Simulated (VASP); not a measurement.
These are PBE GGA, VASP's PBE PAW potentials (set 64) (plane waves; VASP) values and carry that method's errors.

The input files of a VASP run:

### KPOINTS
```
K-points
0
gamma
 8 8 4
0 0 0
```

### INCAR
```
! general
SYSTEM   =  LaB
PREC     =  Accurate
ENCUT    =  520
LREAL    =  .False.   ! projection in real space or not
LASPH    =  .True.

! electronic loop
EDIFF    =  1E-6   ! SCF stop (eV)
NELM     =  100
ALGO     =  Normal
LMAXMIX  =  6   ! l cut-off of mixed one-centre charges

! smearing
ISMEAR   =  1   ! Methfessel-Paxton
SIGMA    =  0.1

! functional
GGA      =  PE   ! PBE

! ions
IBRION   =  2   ! conjugate gradients
NSW      =  60
ISIF     =  3   ! ions, shape and volume
EDIFFG   =  -0.02   ! ionic stop

! output
LWAVE    =  .False.
LCHARG   =  .False.
```

File POSCAR:
```
LaB
1.0
  4.2712445936   0.0000000000   0.0000000000
 -2.1356222968   3.6990065336   0.0000000000
  0.0000000000   0.0000000000   6.8692544186
La B
2 2
Direct
  0.3333330000   0.6666670000   0.9964791293
  0.6666670000   0.3333330000   0.4964791293
  0.3333330000   0.6666670000   0.3785208707
  0.6666670000   0.3333330000   0.8785208707
```

POTCAR, in this order: La B (PBE.64 set). Program: vasp_std.

Output

File OUTCAR:
```
 ion  position               nearest neighbor table
   1  0.333  0.667  0.996-   4 2.60   4 2.60   4 2.60   3 2.62
   2  0.667  0.333  0.496-   3 2.60   3 2.60   3 2.60   4 2.62
   3  0.333  0.667  0.379-   2 2.60   2 2.60   2 2.60   1 2.62
   4  0.667  0.333  0.879-   1 2.60   1 2.60   1 2.60   2 2.62
  LATTYP: Found a hexagonal cell.
 ALAT       =     4.2712445936
 C/A-ratio  =     1.6082559236
 Subroutine PRICEL returns:
 Original cell was already a primitive cell.
 Subroutine GETGRP returns: Found 12 space group operations
The static configuration has the point symmetry C_3v.
 The point group associated with its full space group is C_6v.
The dynamic configuration has the point symmetry C_3v.
 Subroutine INISYM returns: Found 12 space group operations
 Subroutine IBZKPT returns following result:
 Found     30 irreducible k-points:

 Following reciprocal coordinates:
            Coordinates               Weight
  0.000000  0.000000  0.000000      1.000000
  0.125000  0.000000  0.000000      6.000000
  0.250000  0.000000  0.000000      6.000000
  0.375000  0.000000  0.000000      6.000000
  0.500000  0.000000  0.000000      3.000000
  0.125000  0.125000  0.000000      6.000000
  0.250000  0.125000  0.000000     12.000000
  0.375000  0.125000  0.000000     12.000000
  0.250000  0.250000  0.000000      6.000000
  0.375000  0.250000  0.000000      6.000000
  0.000000  0.000000  0.250000      2.000000
  0.125000  0.000000  0.250000     12.000000
  0.250000  0.000000  0.250000     12.000000
  0.375000  0.000000  0.250000     12.000000
  0.500000  0.000000  0.250000      6.000000
  0.125000  0.125000  0.250000     12.000000
  0.250000  0.125000  0.250000     24.000000
  0.375000  0.125000  0.250000     24.000000
  0.250000  0.250000  0.250000     12.000000
  0.375000  0.250000  0.250000     12.000000
...
```

File OSZICAR:
```
       N       E                     dE             d eps       ncg     rms          rms(c)
DAV:   1     0.305729106577E+03    0.30573E+03   -0.10393E+04  1080   0.200E+03
DAV:   2     0.344404351565E+02   -0.27129E+03   -0.26730E+03  1864   0.351E+02
DAV:   3    -0.173378956038E+02   -0.51778E+02   -0.50810E+02  1800   0.207E+02
DAV:   4    -0.211709773577E+02   -0.38331E+01   -0.37034E+01  2096   0.520E+01
DAV:   5    -0.214859132825E+02   -0.31494E+00   -0.31440E+00  1784   0.143E+01    0.672E+00
DAV:   6    -0.198578882663E+02    0.16280E+01   -0.70949E+00  1928   0.138E+01    0.316E+00
DAV:   7    -0.198306099521E+02    0.27278E-01   -0.87826E-01  2128   0.635E+00    0.147E+00
DAV:   8    -0.198421915507E+02   -0.11582E-01   -0.10079E-01  1968   0.318E+00    0.503E-01
DAV:   9    -0.198444485437E+02   -0.22570E-02   -0.20479E-02  2160   0.123E+00    0.155E-01
DAV:  10    -0.198442009401E+02    0.24760E-03   -0.14271E-03  1784   0.335E-01    0.780E-02
DAV:  11    -0.198442458838E+02   -0.44944E-04   -0.74919E-04  2008   0.166E-01    0.188E-02
DAV:  12    -0.198442323805E+02    0.13503E-04   -0.99190E-05  1664   0.578E-02    0.640E-03
DAV:  13    -0.198442325348E+02   -0.15431E-06   -0.69922E-06  1392   0.222E-02
   1 F= -.19844233E+02 E0= -.19845571E+02  d E =-.198442E+02
       N       E                     dE             d eps       ncg     rms          rms(c)
DAV:   1    -0.198582263531E+02   -0.13994E-01   -0.42699E-01  1700   0.883E+00    0.542E-01
DAV:   2    -0.198481361327E+02    0.10090E-01   -0.35959E-02  1842   0.248E+00    0.238E-01
DAV:   3    -0.198458037499E+02    0.23324E-02   -0.14544E-02  1796   0.134E+00    0.566E-02
DAV:   4    -0.198457510897E+02    0.52660E-04   -0.11464E-03  1976   0.336E-01    0.299E-02
DAV:   5    -0.198457537303E+02   -0.26406E-05   -0.11329E-04  2136   0.926E-02    0.196E-02
DAV:   6    -0.198457528922E+02    0.83806E-06   -0.21439E-05  1744   0.414E-02    0.764E-03
DAV:   7    -0.198457485993E+02    0.42929E-05   -0.84173E-06  1224   0.316E-02    0.192E-03
DAV:   8    -0.198457481726E+02    0.42666E-06   -0.82356E-07   752   0.192E-02
   2 F= -.19845748E+02 E0= -.19847034E+02  d E =-.151564E-02
       N       E                     dE             d eps       ncg     rms          rms(c)
DAV:   1    -0.198458113760E+02   -0.62777E-04   -0.19217E-03  1728   0.589E-01    0.360E-02
DAV:   2    -0.198457669291E+02    0.44447E-04   -0.15171E-04  1780   0.159E-01    0.159E-02
DAV:   3    -0.198457566878E+02    0.10241E-04   -0.69470E-05  1788   0.922E-02    0.402E-03
DAV:   4    -0.198457557551E+02    0.93270E-06   -0.45310E-06  1322   0.230E-02
   3 F= -.19845756E+02 E0= -.19847039E+02  d E =-.152322E-02
       N       E                     dE             d eps       ncg     rms          rms(c)
DAV:   1    -0.198472071648E+02   -0.14505E-02   -0.73878E-02  1596   0.511E+00    0.146E-01
DAV:   2    -0.198464142909E+02    0.79287E-03   -0.33449E-03  1842   0.642E-01    0.722E-02
DAV:   3    -0.198461732414E+02    0.24105E-03   -0.11675E-03  2048   0.363E-01    0.201E-02
DAV:   4    -0.198461749236E+02   -0.16821E-05   -0.58260E-05  1576   0.616E-02    0.113E-02
DAV:   5    -0.198461759047E+02   -0.98108E-06   -0.12203E-05  1840   0.400E-02    0.310E-03
DAV:   6    -0.198461758741E+02    0.30557E-07   -0.13408E-06   858   0.113E-02
   4 F= -.19846176E+02 E0= -.19847312E+02  d E =-.420119E-03
       N       E                     dE             d eps       ncg     rms          rms(c)
DAV:   1    -0.198555320898E+02   -0.93562E-02   -0.62959E-01  1600   0.150E+01    0.426E-01
DAV:   2    -0.198488548987E+02    0.66772E-02   -0.27588E-02  1836   0.175E+00    0.210E-01
DAV:   3    -0.198468444785E+02    0.20104E-02   -0.96953E-03  2008   0.106E+00    0.590E-02
DAV:   4    -0.198468556176E+02   -0.11139E-04   -0.49615E-04  1624   0.183E-01    0.332E-02
DAV:   5    -0.198468613826E+02   -0.57650E-05   -0.10324E-04  2032   0.117E-01    0.914E-03
DAV:   6    -0.198468613325E+02    0.50149E-07   -0.15870E-05  1800   0.298E-02    0.600E-03
DAV:   7    -0.198468615542E+02   -0.22168E-06   -0.95102E-07   802   0.140E-02
   5 F= -.19846862E+02 E0= -.19847533E+02  d E =-.110580E-02
       N       E                     dE             d eps       ncg     rms          rms(c)
DAV:   1    -0.198480848873E+02   -0.12236E-02   -0.83453E-02  1590   0.543E+00    0.155E-01
DAV:   2    -0.198472063207E+02    0.87857E-03   -0.37395E-03  1844   0.658E-01    0.764E-02
DAV:   3    -0.198469420035E+02    0.26432E-03   -0.12610E-03  2032   0.381E-01    0.217E-02
DAV:   4    -0.198469440209E+02   -0.20174E-05   -0.63604E-05  1600   0.659E-02    0.122E-02
DAV:   5    -0.198469452353E+02   -0.12145E-05   -0.13317E-05  1864   0.428E-02    0.334E-03
DAV:   6    -0.198469452005E+02    0.34800E-07   -0.15131E-06   878   0.115E-02
   6 F= -.19846945E+02 E0= -.19847438E+02  d E =-.118945E-02
       N       E                     dE             d eps       ncg     rms          rms(c)
DAV:   1    -0.198473702356E+02   -0.42500E-03   -0.91757E-02  1516   0.411E+00    0.108E-01
DAV:   2    -0.198474455351E+02   -0.75299E-04   -0.56486E-03  1932   0.639E-01    0.492E-02
DAV:   3    -0.198473935705E+02    0.51965E-04   -0.24387E-04  2048   0.209E-01    0.225E-02
DAV:   4    -0.198473860516E+02    0.75189E-05   -0.50588E-05  2000   0.896E-02    0.716E-03
DAV:   5    -0.198473864619E+02   -0.41027E-06   -0.43800E-06  1232   0.193E-02
   7 F= -.19847386E+02 E0= -.19847793E+02  d E =-.441261E-03
       N       E                     dE             d eps       ncg     rms          rms(c)
DAV:   1    -0.198476174810E+02   -0.23143E-03   -0.10432E-01  1508   0.440E+00    0.117E-01
DAV:   2    -0.198477147710E+02   -0.97290E-04   -0.67061E-03  1940   0.718E-01    0.525E-02
DAV:   3    -0.198476570007E+02    0.57770E-04   -0.28386E-04  2064   0.229E-01    0.245E-02
DAV:   4    -0.198476479551E+02    0.90455E-05   -0.62016E-05  2008   0.999E-02    0.764E-03
DAV:   5    -0.198476485726E+02   -0.61749E-06   -0.63148E-06  1424   0.211E-02
   8 F= -.19847649E+02 E0= -.19847953E+02  d E =-.703372E-03
```

File OUTCAR:
```
------------------------ aborting loop because EDIFF is reached ----------------------------------------
  FORCE on cell =-STRESS in cart. coord.  units (eV):
  Direction    XX          YY          ZZ          XY          YZ          ZX
  --------------------------------------------------------------------------------------
  Total       -0.0039284     -0.0039284     -0.0465451      0.0000000      0.0000000      0.0000000
  in kB       -0.0575608     -0.0575608     -0.6820041      0.0000000      0.0000000      0.0000000
  external PRESSURE =      -0.2657085 kB  Pullay stress =       0.0000000 kB
  volume of cell :      109.34
      direct lattice vectors                 reciprocal lattice vectors
     4.314122571  0.000000000  0.000000000     0.231796845  0.133827963 -0.000000000
    -2.157061285  3.736139958 -0.000000000    -0.000000000  0.267655926 -0.000000000
    -0.000000000  0.000000000  6.783945237    -0.000000000  0.000000000  0.147406850
 POSITION                                       TOTAL-FORCE (eV/Angst)
 -----------------------------------------------------------------------------------
     -0.00000      2.49076      6.74774         0.000000      0.000000     -0.006717
      2.15706      1.24538      3.35576        -0.000000     -0.000000     -0.006717
     -0.00000      2.49076      2.58019         0.000000      0.000000      0.006717
      2.15706      1.24538      5.97216         0.000000      0.000000      0.006717
 -----------------------------------------------------------------------------------
    total drift:                               -0.002611      0.001508      0.002337
  FREE ENERGIE OF THE ION-ELECTRON SYSTEM (eV)
  ---------------------------------------------------
  free  energy   TOTEN  =       -19.8476485726 eV

  energy  without entropy=      -19.8485621892  energy(sigma->0) =      -19.84795311

 reached required accuracy - stopping structural energy minimisation
```
(Selected blocks of OUTCAR.)

File CONTCAR:
```
LaB
   1.00000000000000
     4.3141225709405413    0.0000000000000000    0.0000000000000000
    -2.1570612854702707    3.7361399575737875   -0.0000000000000000
    -0.0000000000000000    0.0000000000000000    6.7839452368623396
  La              B
     2     2
Direct
     0.3333330000000032    0.6666669999999968    0.9946624022133502
     0.6666669999999968    0.3333330000000032    0.4946624022133503
     0.3333330000000032    0.6666669999999968    0.3803375977866497
     0.6666669999999968    0.3333330000000032    0.8803375977866498
```

The structure was generated: LaB was put into the wurtzite type (P6_3mc), which need not be its known phase. This run relaxes it. Symmetry was kept, so distortions that lower it aren't found. The start is the result of an earlier pass.
